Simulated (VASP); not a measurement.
Consider the following.

```xyz
2
Lattice="2.0109 1.1610 3.4416 -2.0109 1.1610 3.4416 0.0000 -2.3220 3.4416" Properties=species:S:1:pos:R:3 pbc="T T T"
Lu     0.0000     0.0000     7.8716
As     0.0000     0.0000     2.4532
```

Computed with PBE GGA, VASP's PBE PAW potentials (set 64) (plane waves; VASP 6.6.1). Run with 300 eV cut-off, 8×8×8 Γ-centred mesh, Fermi-Dirac smearing of 0.10 eV, potentials Lu_3 As.

At this cut-off the stress carries a Pulay error, which pulls relaxed volumes low.

### Question
What does the run give for the energy per atom (σ→0), pressure, largest force, band gap (on the k-mesh) with the smallest direct gap where there is one?

### Answer

| Property | Value |
|---|---|
| band gap (on the k-mesh) | none (metal, semimetal or under 0.01 eV) |
| energy per atom (σ→0) | -5940 meV/atom |
| pressure | -1.02 GPa |
| largest force | 1.074 eV/Å |

Only differences to runs with the same potentials and settings are physical.

The structure was generated: LuAs was put into an ordered model structure, which need not be its known phase. The cell was not relaxed at this level.
